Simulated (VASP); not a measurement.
Input:

```
AlNi3
1.0
    3.54033     0.00000     0.00000
    0.00000     3.54033     0.00000
    0.00000     0.00000     3.54033
Al Ni
1 3
Direct
  0.00000   0.00000   0.00000
  0.00000   0.50000   0.50000
  0.50000   0.00000   0.50000
  0.50000   0.50000   0.00000
```
Starting moments (μB, in the order of the record's atoms Al Ni Ni Ni): 0.0 0.2 0.2 0.2.

All values below come from optB86b-vdW, VASP's PBE PAW potentials (set 64) (plane waves; VASP 6.6.1). Numerical set-up: 520 eV cut-off, 9×9×9 Γ-centred mesh, first-order Methfessel-Paxton smearing of 0.10 eV, potentials Al Ni.

Give the energy at these volumes per atom, relative to the lowest: 10.44, 10.78, 11.11, 11.44, 11.78 Å³.

25.5, 5.7, 0.0, 6.2, 22.4 meV/atom. A third-order Birch-Murnaghan fit gives B0 = 191 GPa and B0′ = 4.6.

Measured: bulk modulus 174 GPa (computed value off by +9.9 %), as given by Nikolai A. Zarkevich et al., Crystals (2023), arXiv:2304.06869; a 3.572 Å (computed value off by -0.9 %), as given by Tensorial elastic properties and stability of interface states associated with Σ5(210) grain boundaries in Ni3(Al,Si). The calculation is for a static lattice, while the measured bulk modulus, a hold thermal and zero-point effects, which are part of the difference.

The compound is Ni3Al in the L1_2 structure. It was relaxed first.
